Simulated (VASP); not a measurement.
Data:

```
WC
1.0
    1.45853    -2.52625     0.00000
    1.45853     2.52625     0.00000
    0.00000     0.00000     2.83996
W C
1 1
Direct
  0.00000   0.00000   0.00000
  0.33333   0.66667   0.50000
```

These are r2SCAN meta-GGA, VASP's PBE PAW potentials (set 64) (plane waves; VASP) values and carry that method's errors. Numerical set-up: 520 eV cut-off, 16×16×14 Γ-centred mesh, tetrahedra with Blöchl corrections, potentials W_sv C.

Unless said otherwise, spin-orbit coupling is left out, though it shifts the bands of the heavy elements here.

**Question.** Tabulate the total density of states (states/eV per cell) against energy (eV; zero at the valence-band maximum or, without a gap, the Fermi level).

**Answer.** 
(E (eV), DOS (states/eV)): (-9.98, 0.00); (-9.38, 0.00); (-8.90, 0.00); (-8.30, 0.04); (-7.70, 0.08); (-7.22, 0.61); (-6.62, 1.77); (-6.02, 0.63); (-5.54, 0.63); (-4.94, 0.80); (-4.34, 1.43); (-3.86, 1.15); (-3.26, 1.68); (-2.66, 1.89); (-2.18, 0.24); (-1.58, 1.74); (-0.98, 1.26); (-0.50, 0.55); (0.10, 0.20); (0.70, 0.18); (1.18, 0.27); (1.78, 0.65); (2.38, 0.77); (2.86, 0.70); (3.46, 0.75)
Within 2 eV below the Fermi level the largest weight inside VASP's projection spheres is W d, then C p.

The compound is WC in the wc structure. It was relaxed first.
